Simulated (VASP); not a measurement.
A calculation with VASP 6.6.1 of SrMg3O4 (native input, structure from a POSCAR):

Contents of INCAR:

```
SYSTEM = SrMg3O4
ALGO = Normal ; EDIFF = 1E-6
ENCUT = 520 ; GGA = CA
ISIF = 2 ; ISMEAR = 0
LASPH = .True. ; LCHARG = .False.
LREAL = .False. ; LWAVE = .False.
NBANDS = 39 ; NELM = 100
PREC = Accurate ; SIGMA = 0.05
```

KPOINTS

```
k-points
0
Gamma
  8 8 3
  0 0 0
```

File POSCAR:

```
SrMg3O4
1.0
    3.3014960000      0.0000000000      0.0000000000
    0.0000000000      3.3014960000      0.0000000000
    0.0000000000      0.0000000000      8.9796080000
Sr Mg O
1 3 4
Direct
    0.0000000000      0.0000000000      0.0000000000
    0.5000000000      0.5000000000      0.2723470000
    0.0000000000      0.0000000000      0.5000000000
    0.5000000000      0.5000000000      0.7276530000
    0.5000000000      0.5000000000      0.5000000000
    0.0000000000      0.0000000000      0.7250160000
    0.5000000000      0.5000000000      0.0000000000
    0.0000000000      0.0000000000      0.2749840000
```

Potentials or basis: VASP PAW LDA potentials, release 64 (Sr_sv, Mg_pv, O).

Command:

```bash
$ cat potpaw_LDA.64/Sr_sv/POTCAR potpaw_LDA.64/Mg_pv/POTCAR potpaw_LDA.64/O/POTCAR > POTCAR
$ mpirun -np 1 vasp_std > vasp.out
```

The cell comes from a database or a generator and needn't be the stable form of this composition.

**Question.** Write the same calculation in another form: ASE script, structure from a P1 CIF.

**Answer.** As run:

run.py

```python
from ase.calculators.vasp import Vasp
from ase.dft.bandgap import bandgap
from ase.io import read

atoms = read('SrMg3O4.cif')
calc = Vasp(
    directory='calc',
    xc='lda',
    pp='LDA',
    setups='materialsproject',
    prec='Accurate',
    encut=520,
    ediff=1e-06,
    ismear=0,
    sigma=0.05,
    lreal=False,
    lasph=True,
    nelm=60,
    algo='Normal',
    isif=2,
    lwave=False,
    lcharg=True,
    lelf=True,
    lvhar=True,
    kpts=[8, 8, 3],
    gamma=True,
)
atoms.calc = calc

print('energy (eV):', atoms.get_potential_energy())
print('free energy (eV):', atoms.get_potential_energy(force_consistent=True))
print('forces (eV/A):')
print(atoms.get_forces())
print('stress (eV/A^3, Voigt):', atoms.get_stress())
print('Fermi level (eV):', calc.get_fermi_level())
gap, top, bottom = bandgap(calc)
print('band gap (eV):', gap, 'from (spin, k, band)', top, 'to', bottom)
```

SrMg3O4.cif

```cif
data_SrMg3O4
_cell_length_a 3.30149600
_cell_length_b 3.30149600
_cell_length_c 8.97960800
_cell_angle_alpha 90.00000000
_cell_angle_beta 90.00000000
_cell_angle_gamma 90.00000000
_space_group_name_H-M_alt 'P1'
_space_group_name_Hall 'P 1'
_space_group_IT_number 1
loop_
_space_group_symop_operation_xyz
'x,y,z'
loop_
_atom_site_label
_atom_site_type_symbol
_atom_site_symmetry_multiplicity
_atom_site_Wyckoff_symbol
_atom_site_fract_x
_atom_site_fract_y
_atom_site_fract_z
_atom_site_occupancy
Sr1 Sr 1 a 0.0000000000 0.0000000000 0.0000000000 1
Mg1 Mg 1 a 0.5000000000 0.5000000000 0.2723470000 1
Mg2 Mg 1 a 0.0000000000 0.0000000000 0.5000000000 1
Mg3 Mg 1 a 0.5000000000 0.5000000000 0.7276530000 1
O1 O 1 a 0.5000000000 0.5000000000 0.5000000000 1
O2 O 1 a 0.0000000000 0.0000000000 0.7250160000 1
O3 O 1 a 0.5000000000 0.5000000000 0.0000000000 1
O4 O 1 a 0.0000000000 0.0000000000 0.2749840000 1
```

Potentials or basis: VASP PAW LDA potentials, release 64 (Sr_sv, Mg_pv, O).

Launch:

```sh
$ python run.py
```

Both were run:

|  | native input, structure from a POSCAR | ASE script, structure from a P1 CIF |
| --- | --- | --- |
| Pressure | -8.0 GPa | -8.0 GPa |
| Largest force | 0.172 eV/Å | 0.172 eV/Å |
| Band gap on the k mesh | 2.04 eV, indirect (least direct gap 2.24 eV) | 2.04 eV, indirect (least direct gap 2.24 eV) |

Keys that steer only the numerical path or the files written may differ.

Caveat: an odd mesh through Γ misses points on the zone boundary, where band edges often lie.
